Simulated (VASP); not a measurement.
Calculation: LDA (Ceperley-Alder, Perdew-Zunger), VASP's LDA PAW potentials (set 64) (plane waves; VASP 6.6.1).

VASP input:

### INCAR
```
# general
SYSTEM   =  SnTe
PREC     =  Accurate
ENCUT    =  520
LREAL    =  .False.
LASPH    =  .True.

# electronic loop
EDIFF    =  1E-6
NELM     =  100
ALGO     =  Normal
LMAXMIX  =  4

# smearing
ISMEAR   =  0
SIGMA    =  0.05

# ions
IBRION   =  2
NSW      =  60
ISIF     =  3
EDIFFG   =  -0.01

# output
LWAVE    =  .False.
LCHARG   =  .False.
```

POSCAR:
```
SnTe
1.0
  0.0000000000   3.1171908328   3.1171908328
  3.1171908328   0.0000000000   3.1171908328
  3.1171908328   3.1171908328   0.0000000000
Sn Te
1 1
Cart
  0.0000000000   0.0000000000   0.0000000000
  3.1171908328   3.1171908328   3.1171908328
```

### KPOINTS
```
Regular mesh
0
gamma
  7 7 7
```

POTCAR, in this order: Sn_d Te (LDA.64 set). Program: vasp_std.

### Question
What will the output report for the number of irreducible k-points (NKPTS), largest plane-wave count, number of space-group operations, FFT grid (NGX, NGY, NGZ)?

### Answer

```json
{
  "number of irreducible k-points (NKPTS)": "20",
  "largest_plane_wave_count": "1647",
  "number_of_space_group_operations": "48",
  "FFT grid (NGX, NGY, NGZ)": "36 × 36 × 36"
}
```

The compound is SnTe in the rock salt structure, which distorts at low temperature. It was relaxed first. The start is the result of an earlier pass.
